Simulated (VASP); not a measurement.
Here is the system:

```
Er
1.0
    1.82698    -2.99198     0.00000
    1.82698     2.99198     0.00000
    0.00000     0.00000     5.72536
Er
2
Direct
  0.33333   0.66667   0.25000
  0.69315   0.35982   0.75000
```

Calculation: PBE GGA, VASP's PBE PAW potentials (set 64) (plane waves; VASP). Settings: 400 eV cut-off, KSPACING 0.25 per Å, first-order Methfessel-Paxton smearing of 0.10 eV, potentials Er_3.

The 4f electrons are frozen in the core of the lanthanide potential, so 4f levels, which can set the real gap, and their magnetism are missing.

Question: Which forces act on the atoms, in eV/Å?

Answer: 
```csv
atom,Fx,Fy,Fz
Er1,0.104,0.059,0.000
Er2,-0.104,-0.059,0.000
```

Question: Give the stress tensor in GPa (positive for a compressed cell).

Answer: 
```
-1.52  -0.23   0.00
-0.23   1.70   0.00
 0.00   0.00  -1.87
```
The pressure is its mean diagonal, -0.57 GPa.

The compound is Er in the hcp structure. The cell was not relaxed at this level, atoms are displaced from their ideal sites. The run is one of a series of settings (KGAMMA = .TRUE., KSPACING = 0.25, KPOINTS file removed against the base run), some of them coarse on purpose.
